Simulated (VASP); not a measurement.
Given:

```yaml
crystal:
  lattice:
    - [1.91629, -3.31911, 0.00000]
    - [1.91629, 3.31911, 0.00000]
    - [0.00000, 0.00000, 12.27270]
  atoms:
    - { symbol: La, position: [0.00000, 0.00000, 0.50000] }
    - { symbol: La, position: [0.00000, 0.00000, 0.00000] }
    - { symbol: La, position: [0.33333, 0.66667, 0.25000] }
    - { symbol: La, position: [0.66667, 0.33333, 0.75000] }
```

All values below come from PW91 GGA, VASP's PBE PAW potentials (set 64) (plane waves; VASP). Settings: 520 eV cut-off, 9×9×3 Γ-centred mesh, first-order Methfessel-Paxton smearing of 0.10 eV, potentials La.

Question: What does the run give for the energy per atom (σ→0), pressure, band gap (on the k-mesh) with the smallest direct gap where there is one?

Answer: 
The band gap (on the k-mesh) comes out as none (metal, semimetal or under 0.01 eV). The energy per atom (σ→0) is -4.931 eV/atom. The pressure comes out as -1.39 GPa.

The absolute energy has meaning only against runs of the same code, potentials and settings.

The compound is La in the dhcp structure. This cell is one point of a volume scan, at 1.06 of the reference volume.
